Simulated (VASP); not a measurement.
Runs of VASP 6.6.1 on SnSe2. It takes space group P-3m1 (No. 164, trigonal). The conventional cell has a = 3.811 Å, b = 3.811 Å, c = 6.136 Å, α = 90.00°, β = 90.00°, γ = 120.00°. Around Sn (site symmetry -3m) lie 6 Se at 2.68 Å. Around Se (site symmetry 3m) lie 3 Sn at 2.68 Å. 

```tsv
level	potentials or basis	k mesh	cutoff (eV)	gap on the mesh (eV)	pressure (GPa)	relaxed volume (Å³/atom)	largest force (eV/Å)
LDA	VASP PAW LDA potentials, release 64 (Sn_d, Se)	9 × 9 × 5	600	0.29	0.0	(b)	0.01
optB86b-vdW	VASP PAW PBE potentials, release 64 (Sn_d, Se)	9 × 9 × 5	600	0.43	0.0	26.24	0.01
PBE	VASP PAW PBE potentials, release 64 (Sn, Se)	5 × 5 × 3	300	0.86	0.0	29.52	0.01
r2SCAN+rVV10	VASP PAW PBE potentials, release 64 (Sn_d, Se)	9 × 9 × 5	600	0.95	0.0	26.47	0.01
rev-vdW-DF2	VASP PAW PBE potentials, release 64 (Sn_d, Se)	9 × 9 × 5	600	(a)	0.0	26.28	0.01
PBE+D3(BJ)	VASP PAW PBE potentials, release 64 (Sn_d, Se)	9 × 9 × 5	600	0.43	0.0	25.57	0.01
PBEsol	VASP PAW PBE potentials, release 64 (Sn_d, Se)	9 × 9 × 5	600	0.52	0.0	25.93	-
r2SCAN	VASP PAW PBE potentials, release 64 (Sn_d, Se)	9 × 9 × 5	600	1.04	0.0	27.86	-
```

Alike in all rows: task relaxation of cell and atoms; no spin polarisation; cell relaxed; smearing gaussian 0.03 eV.

Q: Estimate the missing entries.

A: (a) 0.40; (b) 24.62.

Caveats: spin-orbit coupling is left out, which moves the levels of the heavy elements; an odd mesh through Γ misses points on the zone boundary, where band edges often lie; the PAW data sets were made with another functional, which shifts forces and pressure a little (some runs); this functional lacks dispersion, which binds the layers, so the pressure and a relaxed spacing across them are unreliable (some runs); the volume moved by +15 % from the deposited cell, more than functionals usually miss (some runs).

A k mesh can miss the band edges, and the runs leave out spin-orbit coupling on Se, Sn.

Not every run made on this cell is shown here.
